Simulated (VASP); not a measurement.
VASP input:

### POSCAR
```
CsCl
1
    4.1428824753    -0.0000000000    -0.0000000000
    0.0000000000     4.1428824753     0.0000000000
    0.0000000000     0.0000000000     4.1428824753
Cs Cl
1 1
Direct
  0.0000000000   0.0000000000   0.0000000000
  0.5000000000   0.5000000000   0.5000000000
```

File KPOINTS:
```
Automatic mesh
0
gamma
6 6 6
```

INCAR:
```
# general
SYSTEM  = CsCl
PREC    = Accurate
ENCUT   = 480
LREAL   = F
LASPH   = T

# electronic loop
EDIFF   = 1E-7
NELM    = 100
ALGO    = Normal
LMAXMIX = 4
LMIXTAU = T

# smearing
ISMEAR  = 0
SIGMA   = 0.05

# functional
METAGGA = R2SCAN

# ions
ISIF    = 2

# output
LWAVE   = F
LCHARG  = F
```

POTCAR, in this order: Cs_sv Cl (PBE.64 set). Program: vasp_std.

Question: Translate this r2SCAN calculation to Ansatz.

Answer: One equivalent input (not run):
Ansatz 0.2 input:
```yaml
crystal:
  lattice:
    - [4.1428825, 0.0000000, 0.0000000]
    - [0.0000000, 4.1428825, 0.0000000]
    - [0.0000000, 0.0000000, 4.1428825]
  atoms:
    - { symbol: Cs, position: [0.0000000, 0.0000000, 0.0000000] }
    - { symbol: Cl, position: [0.5000000, 0.5000000, 0.5000000] }
kpoints:
  mp_grid: { grid: [6, 6, 6] }
hamiltonian:
  xc: r2scan
  pseudopotentials: { kind: paw }
scf:
  occupations: { method: gaussian, width: 0.05 }
  max_iter: 100
output: { forces: true, stress: true, eigenvalues: true }
```
Limits of the translation: each code has its own PAW files, so the cut-off isn't converted (ENCUT is set for VASP's; basis.ecutwfc is left out, and Ansatz then takes the one that its files recommend); Ansatz stops its SCF on the density residual and VASP on the energy change (EDIFF).

The compound is CsCl in the CsCl type structure. It was relaxed first.
